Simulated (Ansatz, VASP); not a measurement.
## Cross-check of SiMo3 (SiMo3 (Pm-3n)) between VASP and Ansatz

Wanted: the spread between two codes on one cell, functional and k mesh. The cell is taken from a series of runs on this material, whose earlier steps may have relaxed, scaled, displaced or heated it; both programs get it as it stands.

Program: Ansatz 0.2.0. Level of theory: plane waves, with VASP 6.6.1 beside it; relaxation of cell and atoms at r2SCAN. Results are calculated unless marked as measured.

### 1. The structure

It takes space group Pm-3n (No. 223, cubic). The conventional cell has a = 4.890 Å, b = 4.890 Å, c = 4.890 Å, α = 90.00°, β = 90.00°, γ = 90.00°. Si has 12 Mo at 2.73 Å nearest. Nearest to Mo lie 2 Mo at 2.44 Å and 4 Si at 2.73 Å. Farther neighbours are not listed.

As a file:

```cif
data_structure
_symmetry_space_group_name_H-M 'Pm-3n'
_symmetry_Int_Tables_number 223
_cell_length_a 4.8897
_cell_length_b 4.8897
_cell_length_c 4.8897
_cell_angle_alpha 90.000
_cell_angle_beta 90.000
_cell_angle_gamma 90.000
_cell_volume 116.91
loop_
_atom_site_label
_atom_site_type_symbol
_atom_site_symmetry_multiplicity
_atom_site_Wyckoff_symbol
_atom_site_fract_x
_atom_site_fract_y
_atom_site_fract_z
_atom_site_occupancy
Si1 Si 2 a 0.00000 0.00000 0.00000 1
Mo1 Mo 6 d 0.50000 0.00000 0.75000 1
```

### 2. Ansatz: relaxation of cell and atoms, r2SCAN

Ansatz runs on its default PAW (the set named soft_2) files.

The relaxed volume is the usual yardstick between codes: in a stiff, nearly cubic crystal its relative difference is about their pressure difference at one cell divided by the bulk modulus.

Input file input.yaml:

```yaml
crystal:
  lattice:
    - [4.8896952, 0.0, 0.0]
    - [0.0, 4.8896952, 0.0]
    - [0.0, 0.0, 4.8896952]
  atoms:
    - { symbol: Si, position: [0.5, 0.5, 0.5] }
    - { symbol: Si, position: [0.0, 0.0, 0.0] }
    - { symbol: Mo, position: [0.0, 0.5, 0.25] }
    - { symbol: Mo, position: [0.0, 0.5, 0.75] }
    - { symbol: Mo, position: [0.5, 0.75, 0.0] }
    - { symbol: Mo, position: [0.5, 0.25, 0.0] }
    - { symbol: Mo, position: [0.75, 0.0, 0.5] }
    - { symbol: Mo, position: [0.25, 0.0, 0.5] }
basis:
  ecutwfc: 500
  xc_grid: 2
hamiltonian:
  xc: r2scan
kpoints:
  mp_grid: { grid: [8, 8, 8] }
scf:
  occupations: { method: fermi_dirac, width: 0.05 }
  max_iter: 150
output:
  forces: true
  stress: true
relax:
  f_tol: 0.01
  max_steps: 60
  cell: {}
checkpoint:
  write: "../r2scan.run"
  compress: false
  write_wavefunctions: false
  write_every: 100000
```

On the command line:

```
$ ansatz run input.yaml --threads 1 --pin off --max-ram 2355MiB --backend cpu --events-out ev --progress --plain --runs-dir out
```

Numbers of over 12 decimals in the logs are rounded to 6 here.

Output:

```text
Engine: ansatz 0.2.0, aarch64-unknown-linux-gnu
Pseudopotentials: kind: paw
Pseudopotential: Si, paw, valence charge 4, recommended cutoff 500 eV (meta_gga), Si.paw.azcp
Pseudopotential: Mo, paw, valence charge 14, recommended cutoff 500 eV (meta_gga), Mo.paw.azcp
Functional definition: r2SCAN
  parameter k0 = 0.174
  parameter k1 = 0.065
  parameter a1 = 4.9479
  exchange = r2scan_x(k0 = k0, k1 = k1, a1 = a1)
  correlation = r2scan_c
Crystal: 8 atoms, lattice volume = 116.908 Å³
Basis set: ecut = 500 eV, 2945 PW (Γ), exchange–correlation on 72×72×72 points (8 copies of the dense FFT grid, shifted against one another)
Bands: 56, of which v1, the nominal top of the filled ones, is band 46 counted from 1 (45 counted from 0)
Symmetry: 48 space group operations
Space group: Pm-3n (ITA 223), of the structure as read, at distance tolerance 4.9e-5 Å
k-points: 35 of 512
Non-local potential: Si, projectors of the file, l = 0: 2, l = 1: 2, l = 2: 2
Non-local potential: Mo, projectors of the file, l = 0: 3, l = 1: 2, l = 2: 2, l = 3: 1
PAW form: soft (Blöchl's): semilocal exchange-correlation on the pseudo side does not see the compensation charge
PAW frozen core: Si, regenerated for the run's functional (the file was generated under x = pbe(κ = 0.804, μ = 0.219515), c = pbe(β = 0.066725))
PAW frozen core: Mo, regenerated for the run's functional (the file was generated under x = pbe(κ = 0.804, μ = 0.219515), c = pbe(β = 0.066725))
PAW one-centre angular grid: Si, 302 points (default); XC on 160 Gauss nodes
PAW one-centre angular grid: Mo, 590 points (default); XC on 160 Gauss nodes
Initial density: superposition of atomic densities (neutral atoms: chi_scale 0, normalization atom), corrected by the library's trained network
Initial wavefunctions: pseudopotential atomic-orbital guess
Functional: x = r2scan, c = r2scan; τ floored in thin density (d = 2e-4 eV/Å³)
SCF iter   1: F=—  HF=-31086.337737 eV  |F-HF|=—  |Δ(HF+E_count)|=         —  Δρ=1.03e-2  dr2=7.42e-2  dr2_τ=1.18e-1  ethr=1.77e-3  ⟨swp⟩=5.7  Hψ=6957  notcnv=0  defer=14
preconditioner: auto → Kerker (q_TF=auto, 2.621 Å⁻¹)  [metal: Δε(μ)=0.008 eV  Ē_g=5.613 eV  σ=0.050 eV  W_gap=0.04  n_scr=32 (ndim 8)  ℏωp=22.8 eV  f_vac=0.000  D(μ)=4.18/eV (n_scr^D=26)]
SCF iter   2: F=—  HF=-31086.370657 eV  |F-HF|=—  |Δ(HF+E_count)|=   3.29e-2  Δρ=5.74e-3  dr2=2.10e-2  dr2_τ=8.36e-4  ethr=8.07e-5  ⟨swp⟩=2.0  Hψ=3343  notcnv=0  defer=50
SCF iter   3: F=—  HF=-31086.370143 eV  |F-HF|=—  |Δ(HF+E_count)|=   5.14e-4  Δρ=8.12e-4  dr2=5.46e-4  dr2_τ=1.94e-5  ethr=2.28e-5  ⟨swp⟩=2.5  Hψ=3595  notcnv=0  defer=50
SCF iter   4: F=—  HF=-31086.370227 eV  |F-HF|=—  |Δ(HF+E_count)|=   8.39e-5  Δρ=1.79e-4  dr2=3.07e-5  dr2_τ=1.18e-6  ethr=5.93e-7  ⟨swp⟩=2.0  Hψ=2650  notcnv=0  defer=50
SCF iter   5: F=—  HF=-31086.370232 eV  |F-HF|=—  |Δ(HF+E_count)|=   5.16e-6  Δρ=2.48e-5  dr2=5.99e-7  dr2_τ=3.51e-8  ethr=3.33e-8  ⟨swp⟩=2.0  Hψ=2683  notcnv=0  defer=50
SCF iter   6: F=-31086.370232 eV  HF=-31086.370232 eV  |F-HF|=3.34e-9  |Δ(HF+E_count)|=   9.41e-9  Δρ=3.99e-6  dr2=1.41e-8  dr2_τ=4.64e-9  ethr=1.09e-10  ⟨swp⟩=4.5  Hψ=6462  notcnv=0
SCF 1 converged in 6 iterations: F = -31086.370232 eV  dr2 = 1.41e-8
  greatest PAW one-centre occupation: 0.997 electrons in one spin orbital (limit 2), on the Mo atom at site 7 (counted from 0), in its partial waves of l = 0
relax step   1: F+E_penalty+E_count = -31086.37023217 eV  Δ(F+E_penalty+E_count) = +0.000e0 eV  max|allowed force component| = 1.626e-17 eV/Å  Δτ_max = 0.0000 Å  P = -0.753 GPa  Ω = 116.908 Å³  (6 SCF iters, dr2 threshold 1.00e-7 eV, accepted)
[...]
relax step   2: F+E_penalty+E_count = -31086.37002430 eV  Δ(F+E_penalty+E_count) = +2.079e-4 eV  max|allowed force component| = 2.891e-17 eV/Å  Δτ_max = 0.0000 Å  P = +0.983 GPa  Ω = 116.146 Å³  energy of the carried Pulay correction = +3.160e-4 eV  (4 SCF iters, dr2 threshold 8.00e-7 eV, rejected (line search))
[...]
relax step   3: F+E_penalty+E_count = -31086.37115560 eV  Δ(F+E_penalty+E_count) = -9.234e-4 eV  max|allowed force component| = 4.640e-17 eV/Å  Δτ_max = 0.0000 Å  P = -0.005 GPa  Ω = 116.577 Å³  energy of the carried Pulay correction = +1.372e-4 eV  (8 SCF iters, accepted)
[...]
relax step   4: F+E_penalty+E_count = -31086.37102286 eV  Δ(F+E_penalty+E_count) = +1.327e-4 eV  max|allowed force component| = 3.533e-17 eV/Å  Δτ_max = 0.0000 Å  P = -0.005 GPa  Ω = 116.577 Å³  stress off target by 5.39e-3 GPa  SCF on the basis re-selected at this cell (its energy is not comparable with the rows above)  (3 SCF iters)
basis re-selected at this cell: Δ(F+E_penalty+E_count) = +1.327e-4 eV, ΔP = -0.000 GPa vs the last step (what re-selecting the basis moved, of the pressure what is left beyond the Pulay correction that the steps carried, after the strain that the cell walked since its last selection, with what the two solves' SCF thresholds leave and, on support functions, any second-order correction that the steps lacked; it is no m [...]
SCF converged after 3 iterations
Free energy (F): -31086.371023 eV
Harris-Foulkes:  -31086.371023 eV  (|F-HF|=3.64e-11)
Internal energy: -31086.337396 eV  (E = F + TS)
E sigma→0 (E₀):  -31086.354209 eV
Entropy (-TS):   -0.033627 eV (-4.203 meV/atom)
Fermi energy:    19.804311 eV
--- Per-component energies (eV) ---
  E_band       = -417.743179
  E_kinetic    = 2740.056041
  E_local      = -5490.883038  (includes V_loc(G=0)·N_el)
  E_nonlocal   = 904.389799
  E_hartree    = 1922.482193
  E_xc         = -1180.665891
  E_vxc        = -1647.743426  (∫ρ·V_xc dr)
  E_paw        = -20344.448509  (= ΣΔE_a)
  E_vpaw       = -875.166355  (= ΣTr[D̂ρ^β])
  E_aug_tail   = -0.000015  (compensation charges beyond the density's cutoff)
  E_vtau       = 106.640049  (kinetic-family band-sum trace: ∫τ·v_τ [+ j·A + Jᵃ·Aᵃ] dr)
  E_ewald      = -9635.787887
  E_core_change = -1.480088  (= ΣΔE_core)
  E_smearing   = -0.033627  (= −TS)
  E_closure    = -0.000000  (closes the sum)
  Σ components = -31086.371023   (vs F -31086.371023, Δ=0.00e0)
--- Forces (eV/Å), atoms counted from 1 ---
  atom   1  Si     0.00000000     0.00000000    -0.00000000
  atom   2  Si    -0.00000000     0.00000000     0.00000000
  atom   3  Mo     0.00000000    -0.00000000    -0.00000000
  atom   4  Mo    -0.00000000     0.00000000     0.00000000
  atom   5  Mo     0.00000000     0.00000000     0.00000000
  atom   6  Mo    -0.00000000    -0.00000000    -0.00000000
  atom   7  Mo     0.00000000    -0.00000000    -0.00000000
  atom   8  Mo    -0.00000000     0.00000000     0.00000000
  max |Σ_I F_I| component: 1.45e-17 eV/Å
--- Stress (GPa, compression-positive) ---
       -0.005387       0.000000       0.000000
        0.000000      -0.005387       0.000000
        0.000000       0.000000      -0.005387
  P = ⅓ Tr σ = -0.0054 GPa (-0.054 kbar)
--- Relaxed structure (3 steps of the walk, 2 accepted, 1 SCFs on fresh bases) ---
  F+E_penalty+E_count = -31086.37102286 eV   max|allowed force component| = 3.533e-17 eV/Å   (the final SCF, on the basis selected at the relaxed cell)
  cell:  # Å, volume = 116.5765 Å³
    - [4.885065, 0, 0]
    - [0, 4.885065, 0]
    - [0, 0, 4.885065]
  atoms:
    - { symbol: Si, position: [0.5, 0.5, 0.5] }
    - { symbol: Si, position: [0, 0, 0] }
    - { symbol: Mo, position: [0, 0.5, 0.25] }
    - { symbol: Mo, position: [0, 0.5, 0.750000] }
    - { symbol: Mo, position: [0.5, 0.750000, 0] }
    - { symbol: Mo, position: [0.5, 0.25, 0] }
    - { symbol: Mo, position: [0.750000, 0, 0.5] }
    - { symbol: Mo, position: [0.25, 0, 0.5] }
```

Reading the cycles: dr2 is the Hartree energy of the density residual (eV), the measure of convergence; HF is the Harris–Foulkes estimate of the energy, which meets the free energy F at convergence.

[end of part 1 of 2]

[Lines on the potential files, build, host, timing and source positions are cut from VASP's logs without a mark.]

[Logs are printed without paths, hosts, clocks, repeated set-up lines and the standing remarks that a program may print on its own settings, such as how far it seeks lower states.]

[Hosts, paths, dates, database ids (printed as entryN), source tags and the programs' standing remarks are cut or masked in the printed files.]
